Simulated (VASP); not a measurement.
# CsSnI3: excitons from the Bethe-Salpeter equation, part 2 of 3

Wanted: the lowest vertical excitons of CsSnI3 and its absorption. The cell has space group P4/mbm. The start is a cell from a database of measured crystal structures.

VASP 6.6.1, plane waves and PAW; the level of theory is named at each step.

So far. Step 2 (Ground state): The cell has a gap of 0.259 eV on this mesh. Spin-orbit coupling is left out, which can shift or reorder these edges. Forces of up to 0.068 eV/Å remain in these settings. Step 3 (Empty bands): WAVECAR now holds 1072 bands for 88 electrons. Its independent-particle dielectric tensor has xx, yy, zz = 132.8, 132.8, 184.4 on this mesh, which isn't tested for convergence in mesh or bands and lacks local fields.

### Step 4. G0W0

This step: G0W0 on LDA; plane waves and PAW (Cs_sv_GW, Sn_d_GW, I_GW) (VASP 6.6.1).

G0W0 keeps orbitals and screening fixed and shifts each of the lowest NBANDSGW levels once. LWAVE keeps the quasiparticle levels in WAVECAR, and the W files hold the screened interaction for the next step.

The input, INCAR:

```
SYSTEM = CsSnI3
PREC = Accurate
ENCUT = 300
ISMEAR = 0
SIGMA = 0.01
LREAL = .FALSE.
GGA = CA
NBANDS = 1072
ALGO = EVGW0
NELMGW = 1
ENCUTGW = 100
NOMEGA = 48
PRECFOCK = Fast
NBANDSGW = 64
LWAVE = .TRUE.
LCHARG = .FALSE.
```

The input, POSCAR:

```
CsSnI3
1.0
    8.7182000000      0.0000000000      0.0000000000
    0.0000000000      8.7182000000      0.0000000000
    0.0000000000      0.0000000000      6.1908000000
Cs Sn I
2 2 6
Direct
    0.5000000000      0.0000000000      0.0000000000
    0.0000000000      0.5000000000      0.0000000000
    0.0000000000      0.0000000000      0.5000000000
    0.5000000000      0.5000000000      0.5000000000
    0.0000000000      0.0000000000      0.0000000000
    0.5000000000      0.5000000000      0.0000000000
    0.7763000000      0.2763000000      0.5000000000
    0.7237000000      0.7763000000      0.5000000000
    0.2237000000      0.7237000000      0.5000000000
    0.2763000000      0.2237000000      0.5000000000
```

The input, KPOINTS:

```
Automatic mesh
0
Gamma
2 2 4
0 0 0
```

PAW data sets: Cs_sv_GW, Sn_d_GW and I_GW (LDA family, release 64).

Command:

```sh
$ mpirun -np 16 vasp_std
```

The program printed:

```text
[banner, memory and clock lines left out]
running   16 mpi-ranks, on    1 nodes
 distrk:  each k-point on   16 cores,    1 groups
 distr:  one band on    1 cores,   16 groups

 POSCAR found type information on POSCAR CsSnI
 POSCAR found :  3 types and      10 ions
 [... a notice as in an earlier step ...]

|                                                                             |
|           W    W    AA    RRRRR   N    N  II  N    N   GGGG   !!!           |
|           W    W   A  A   R    R  NN   N  II  NN   N  G    G  !!!           |
|           W    W  A    A  R    R  N N  N  II  N N  N  G       !!!           |
|           W WW W  AAAAAA  RRRRR   N  N N  II  N  N N  G  GGG   !            |
|           WW  WW  A    A  R   R   N   NN  II  N   NN  G    G                |
|           W    W  A    A  R    R  N    N  II  N    N   GGGG   !!!           |
|                                                                             |
|     The default for ENCUTGWSOFT is different in this version of VASP.       |
|     please manually set ENCUTGWSOFT =100 in the INCAR file.                 |
|                                                                             |

 LDA part: xc-table for (Slater(with rela. corr.)+CA(PZ))
 , standard interpolation
 found WAVECAR, reading the header
 POSCAR, INCAR and KPOINTS ok, starting setup
 FFT: planning ... GRIDC
 FFT: planning ... GRID_SOFT
 FFT: planning ... GRID
 reading WAVECAR
 the WAVECAR file was read successfully
 initial charge from wavefunction
 available memory per node:     42.93 GB, setting MAXMEM to     43960

 The Fermi energy was updated, please check that it is located mid-gap
 values below the HOMO (VB) or above the LUMO (CB) will cause erroneous energies
 E-fermi :   2.8696

 calculate exact exchange contribution
 the WAVEDER file was read successfully
|                                                                             |
|           W    W    AA    RRRRR   N    N  II  N    N   GGGG   !!!           |
|           W    W   A  A   R    R  NN   N  II  NN   N  G    G  !!!           |
|           W    W  A    A  R    R  N N  N  II  N N  N  G       !!!           |
|           W WW W  AAAAAA  RRRRR   N  N N  II  N  N N  G  GGG   !            |
|           WW  WW  A    A  R   R   N   NN  II  N   NN  G    G                |
|           W    W  A    A  R    R  N    N  II  N    N   GGGG   !!!           |
|                                                                             |
|     Automatic setting of frequency mesh for GW failed. Frequency mesh       |
|     properly not suitable for determining QP energies. Consider             |
|     increasing number of kpoints.                                           |
|                                                                             |

energies w=
    0.000    0.000    0.334    0.000    0.666    0.000    0.996    0.000
    1.321    0.000    1.642    0.000    1.958    0.000    2.268    0.000
    2.572    0.000    2.870    0.000    3.163    0.000    3.451    0.000
    3.735    0.000    4.016    0.000    4.294    0.000    4.571    0.000
    4.848    0.000    5.126    0.000    5.406    0.000    5.690    0.000
    5.978    0.000    6.274    0.000    6.578    0.000    6.892    0.000
    7.219    0.000    7.562    0.000    7.924    0.000    8.309    0.000
    8.720    0.000    9.164    0.000    9.646    0.000   10.174    0.000
   10.760    0.000   11.415    0.000   12.155    0.000   13.004    0.000
   13.989    0.000   15.151    0.000   16.544    0.000   18.251    0.000
   20.394    0.000   23.167    0.000   26.892    0.000   32.160    0.000
   40.162    0.000   53.723    0.000   81.594    0.000  171.026    0.000
 responsefunction array rank=    1120
 LDA part: xc-table for (Slater(with rela. corr.)+CA(PZ))
 , standard interpolation

 min. memory requirement per mpi rank   1338.9 MB, per node  21422.4 MB

 allocating   3 responsefunctions rank=  1120
 shmem allocating  48 responsefunctions rank=  1120
 response function shared by NCSHMEM nodes    1
 Doing            3  frequencies on each core in blocks of           48
NQ=   1    0.0000    0.0000    0.0000,
|.........|.........|.........|.........|.........|.........|.........|.........
 performed       2682000 updates of chi_q(r,r)
 total number of BLAS operations      23703.57 Gflops
NQ=   2    0.5000    0.0000    0.0000,
|.........|.........|.........|.........|.........|.........|.........|.........
 performed       5776000 updates of chi_q(r,r)
 total number of BLAS operations      51830.80 Gflops
NQ=   3    0.5000    0.5000    0.0000,
|.........|.........|.........|.........|.........|.........|.........|.........
 performed       8458000 updates of chi_q(r,r)
 total number of BLAS operations      78175.17 Gflops
NQ=   4    0.0000    0.0000    0.2500,
|.........|.........|.........|.........|.........|.........|.........|.........
 performed      11552000 updates of chi_q(r,r)
 total number of BLAS operations     106091.71 Gflops
NQ=   5    0.5000    0.0000    0.2500,
|.........|.........|.........|.........|.........|.........|.........|.........
 performed      15194000 updates of chi_q(r,r)
 total number of BLAS operations     139332.96 Gflops
NQ=   6    0.5000    0.5000    0.2500,
|.........|.........|.........|.........|.........|.........|.........|.........
 performed      18288000 updates of chi_q(r,r)
 total number of BLAS operations     167354.75 Gflops
NQ=   7    0.0000    0.0000    0.5000,
|.........|.........|.........|.........|.........|.........|.........|.........
 performed      20970000 updates of chi_q(r,r)
 total number of BLAS operations     193604.10 Gflops
NQ=   8    0.5000    0.0000    0.5000,
|.........|.........|.........|.........|.........|.........|.........|.........
 performed      24064000 updates of chi_q(r,r)
 total number of BLAS operations     222048.85 Gflops
NQ=   9    0.5000    0.5000    0.5000,
|.........|.........|.........|.........|.........|.........|.........|.........
 performed      26746000 updates of chi_q(r,r)
 total number of BLAS operations     246709.13 Gflops
 resolving degeneracies of screened two electron integrals

 calculate QP shifts <psi_nk| G(iteration)W_0 |psi_nk>: iteration 1
 writing wavefunctions
 entering main loop
```

It took 27 min on 16 MPI ranks of AMD EPYC 7R43, shared host; peak memory 22 GiB; 7.3 h of CPU time.

From OUTCAR (step 4):

```text
 Found      9 irreducible k-points:

   k-points           NKPTS =      9   k-points in BZ     NKDIM =     16   number of bands    NBANDS=   1072

   NELECT =      88.0000    total number of electrons

 E-fermi :   2.8696

 QP shifts <psi_nk| G(iteration)W_0 |psi_nk>: iteration 1
 for sc-GW calculations column KS-energies equals QP-energies in previous step
 and V_xc(KS)=  KS-energies - (<T + V_ion + V_H > + <T+V_H+V_ion>^1  + <V_x>^1)
 k-point   1 :       0.0000    0.0000    0.0000
  band No.  KS-energies  QP-energies   sigma(KS)   V_xc(KS)     V^pw_x(r,r')   Z            occupation Imag(sigma)
    ...
     41       0.6419       0.0054     -12.0835     -11.1873     -13.9867       0.7102       2.0000       0.1876
     42       0.6419       0.0054     -12.0835     -11.1873     -13.9867       0.7102       2.0000       0.1876
     43       1.0189       0.3559     -12.1719     -11.2443     -14.0216       0.7148       2.0000       0.1816
     44       1.9682       1.7237     -12.1523     -11.8209     -12.7204       0.7377       2.0000       0.1530
     45       3.5039       3.8790      -9.7848     -10.2899      -6.4219       0.7426       0.0000      -0.0809
     46       3.5039       3.8790      -9.7848     -10.2899      -6.4219       0.7426       0.0000      -0.0809
     47       4.7405       5.2230      -6.0129      -6.6284      -2.6528       0.7840       0.0000      -0.1118
     48       5.6849       6.1549      -5.9921      -6.5935      -2.6353       0.7815       0.0000      -0.1209
    ...

 k-point   2 :       0.5000    0.0000    0.0000
  band No.  KS-energies  QP-energies   sigma(KS)   V_xc(KS)     V^pw_x(r,r')   Z            occupation Imag(sigma)
    ...
     41       0.6258       0.0602     -11.8733     -11.0803     -13.5523       0.7133       2.0000       0.1829
     42       0.6258       0.0602     -11.8733     -11.0803     -13.5523       0.7133       2.0000       0.1829
     43       0.8185       0.2229     -12.0096     -11.1766     -13.7108       0.7149       2.0000       0.1823
     44       0.8185       0.2229     -12.0096     -11.1766     -13.7108       0.7149       2.0000       0.1823
     45       5.2785       5.7113     -10.1081     -10.7033      -6.2235       0.7271       0.0000      -0.1384
     46       5.2785       5.7113     -10.1081     -10.7033      -6.2235       0.7271       0.0000      -0.1384
     47       5.4934       5.9493      -9.6828     -10.3048      -5.8069       0.7330       0.0000      -0.1374
     48       5.4934       5.9493      -9.6828     -10.3048      -5.8069       0.7330       0.0000      -0.1374
    ...

 k-point   3 :       0.5000    0.5000    0.0000
  band No.  KS-energies  QP-energies   sigma(KS)   V_xc(KS)     V^pw_x(r,r')   Z            occupation Imag(sigma)
    ...
     41       0.4907      -0.1675     -11.8737     -10.9437     -13.8228       0.7077       2.0000       0.1885
     42       0.4907      -0.1675     -11.8737     -10.9437     -13.8228       0.7077       2.0000       0.1885
     43       1.1804       0.8381     -12.1961     -11.7265     -13.2278       0.7289       2.0000       0.1671
     44       1.1804       0.8381     -12.1961     -11.7265     -13.2278       0.7289       2.0000       0.1671
     45       3.8047       4.1969      -9.7053     -10.2341      -6.2429       0.7417       0.0000      -0.0870
     46       3.8047       4.1969      -9.7053     -10.2341      -6.2429       0.7417       0.0000      -0.0870
     47       6.3909       6.9717      -7.0077      -7.7656      -3.4556       0.7663       0.0000      -0.1238
     48       6.3909       6.9717      -7.0077      -7.7656      -3.4556       0.7663       0.0000      -0.1238
    ...

[... 8 parts as in an earlier step ...]

[... 5 further parts left out ...]
```

This step gave:

- quasiparticle gap on the mesh: 0.7685 eV
- smallest direct quasiparticle gap on the mesh: 0.7685 eV
- gap of the starting orbitals on the mesh: 0.2592 eV

GW takes the gap from 0.259 to 0.768 eV. Spin-orbit coupling is left out. The value holds for 1072 bands, ENCUTGW = 100 eV and this mesh, and isn't shown to be converged in them. VASP warns that the automatic setting of its frequency mesh failed and advises more k points, so the value is in doubt.

### Step 5. BSE, Tamm-Dancoff

This step: BSE on G0W0 on LDA; plane waves and PAW (Cs_sv_GW, Sn_d_GW, I_GW) (VASP 6.6.1).

The Bethe-Salpeter equation adds the screened attraction of electron and hole to the quasiparticle pairs; ANTIRES = 0 leaves out the coupling to antiresonant pairs.

The input, INCAR:

```
SYSTEM = CsSnI3
PREC = Accurate
ENCUT = 300
ISMEAR = 0
SIGMA = 0.01
LREAL = .FALSE.
GGA = CA
NBANDS = 1072
ALGO = BSE
NBANDSO = 4
NBANDSV = 4
OMEGAMAX = 25
NEDOS = 1000
CSHIFT = 0.1
PRECFOCK = Fast
LWAVE = .FALSE.
LCHARG = .FALSE.
ENCUTGW = 100
ANTIRES = 0
```

POSCAR is that of step 4.

KPOINTS is that of step 4.

Command:

```sh
$ mpirun -np 16 vasp_std
```

The program printed:

```text
[banner, memory and clock lines left out]
running   16 mpi-ranks, on    1 nodes
 distrk:  each k-point on   16 cores,    1 groups
 distr:  one band on    1 cores,   16 groups

 POSCAR found type information on POSCAR CsSnI
 POSCAR found :  3 types and      10 ions
|                                                                             |
|           W    W    AA    RRRRR   N    N  II  N    N   GGGG   !!!           |
|           W    W   A  A   R    R  NN   N  II  NN   N  G    G  !!!           |
|           W    W  A    A  R    R  N N  N  II  N N  N  G       !!!           |
|           W WW W  AAAAAA  RRRRR   N  N N  II  N  N N  G  GGG   !            |
|           WW  WW  A    A  R   R   N   NN  II  N   NN  G    G                |
|           W    W  A    A  R    R  N    N  II  N    N   GGGG   !!!           |
|                                                                             |
|     For optimal performance we recommend to set                             |
|       NCORE = 2 up to number-of-cores-per-socket                            |
|     NCORE specifies how many cores store one orbital (NPAR=cpu/NCORE).      |
|     This setting can greatly improve the performance of VASP for DFT.       |
|     The default, NCORE=1 might be grossly inefficient on modern             |
|     multi-core architectures or massively parallel machines. Do your        |
|     Unfortunately you need to use the default for GW and RPA                |
|     calculations (for HF NCORE is supported but not extensively tested      |
|     yet).                                                                   |
|                                                                             |

|                                                                             |
|           W    W    AA    RRRRR   N    N  II  N    N   GGGG   !!!           |
|           W    W   A  A   R    R  NN   N  II  NN   N  G    G  !!!           |
|           W    W  A    A  R    R  N N  N  II  N N  N  G       !!!           |
|           W WW W  AAAAAA  RRRRR   N  N N  II  N  N N  G  GGG   !            |
|           WW  WW  A    A  R   R   N   NN  II  N   NN  G    G                |
|           W    W  A    A  R    R  N    N  II  N    N   GGGG   !!!           |
|                                                                             |
|     The default for ENCUTGWSOFT is different in this version of VASP.       |
|     please manually set ENCUTGWSOFT =100 in the INCAR file.                 |
|                                                                             |

 LDA part: xc-table for (Slater(with rela. corr.)+CA(PZ))
 , standard interpolation
 found WAVECAR, reading the header
 POSCAR, INCAR and KPOINTS ok, starting setup
 FFT: planning ... GRIDC
 FFT: planning ... GRID_SOFT
 FFT: planning ... GRID
 reading WAVECAR
 the WAVECAR file was read successfully
 initial charge from wavefunction
 available memory per node:     40.63 GB, setting MAXMEM to     41606

 The Fermi energy was updated, please check that it is located mid-gap
 values below the HOMO (VB) or above the LUMO (CB) will cause erroneous energies
 E-fermi :   2.9816

 the WAVEDER file was read successfully
 responsefunction array rank=    1120

 min. memory requirement per mpi rank    261.4 MB, per node   4183.0 MB

 Doing            0  frequencies on each core in blocks of            0
 Found all WFULLXXXX.tmp files
 reading now WFULL0001.tmp
 reading now WFULL0002.tmp
 reading now WFULL0003.tmp
 reading now WFULL0004.tmp
 reading now WFULL0005.tmp
 reading now WFULL0006.tmp
 reading now WFULL0007.tmp
 reading now WFULL0008.tmp
 reading now WFULL0009.tmp
 parallelization over k-points
 Using distributed matrix
 Using distributed eigensolver
 allocating two-electron 4 orbital integral table    4    4    4    4
 BSE setting up matrix
 available memory per node:     40.27 GB, setting MAXMEM to     41237
 Calculate matrix elements of the BSE Hamiltonian:
 Workload is divided into blocks of two-electron 4 orbital integrals computed in
  parallel.
 Each block/integral has dimensions  of (   4,   4,   4,   4) orbitals
 Total number of blocks/integrals:                  136
 Number of spins:                                     1
 Number of kpoints:                                  16
 Spin channel:                                        1
  Number of blocks of unoccupied bands:               1
  Number of blocks of occupied bands:                 1
 Number of rows/columns of blocks:                   16

                                                        Time (sec)
               Integrals                 Ranks       Real         CPU
  [         1 -        128/       136]    16         0.98        0.00
  [       129 -        136/       136]    16         1.09        0.00

 BSE redistributing all elements
 BSE diagonalizing matrix PDSYEVX_ZHEEVX_DESC
 BSE calculating oscillator strength
```

Elapsed: 15 s, on 16 MPI ranks; peak memory 10 GiB.

Parts of OUTCAR (step 5):

```text
   NELECT =      88.0000    total number of electrons

 E-fermi :   2.9816

[... 9 parts as in an earlier step ...]

[... 1 further part left out ...]
```

Numbers from this step:

```
lowest excitation                     : 0.7182 eV
direct gap less the lowest excitation : 0.05030 eV
```

The imaginary dielectric function has structure finer than the step of the table below, so its rows give means over 1 eV, whole bins alone (the curve runs from 0 to 25 eV). Peaks (eV: height): xx 0.8: 197; zz 0.8: 251.

From 4 filled and 4 empty bands alone, without any pair above OMEGAMAX = 25 eV, so strength is missing wherever others contribute; lines are broadened by CSHIFT, which also makes the tail under the first line. The imaginary dielectric function by photon energy; means over each step:

```tsv
photon energy (eV)	xx	zz
1	54.6	70.9
2	11.7	14.3
3	5.35	4.70
4	0.530	0.712
5	0.825	0.361
6	0.456	0.110
7	0.0558	0.0484
8	0.0301	0.0304
9	0.0195	0.0207
```

Some of the lowest 40 states alone, with states under 2.5 meV apart joined, scaled to the strongest line shown. Exciton lines, with heights relative to the strongest:

```tsv
position (eV)	lines merged	oscillator strength
0.718	1	68
0.767	2	100
1.503	1	0.0
1.692	2	14
1.784	2	0.0
2.002	2	7.4
2.050	1	0.0
2.053	1	0.0
2.073	2	4.9
2.109	2	0.0
2.131	2	0.8
2.372	1	0.0
2.451	1	5.8
2.487	2	0.2
2.511	1	0.0
2.562	4	0.0
2.599	2	0.0
2.900	2	0.5
2.906	2	6.2
2.945	2	0.5
2.955	2	0.0
2.966	2	0.0
```

The lowest excitation lies at 0.718 eV, -50 meV against the direct gap of these orbitals. No second mesh in this session tests these energies, peaks and heights.

(Part 2 of 3 ends here.)

[Lines on the potential files, build, host, timing and source positions are cut from VASP's logs without a mark.]

[Logs are printed without paths, hosts, clocks, repeated set-up lines and the standing remarks that a program may print on its own settings, such as how far it seeks lower states.]

[Hosts, paths, dates, database ids (printed as entryN), source tags and the programs' standing remarks are cut or masked in the printed files.]

[Pressures printed for these runs are not shown converged in the cutoff: they can be off by several GPa and have the wrong sign.]
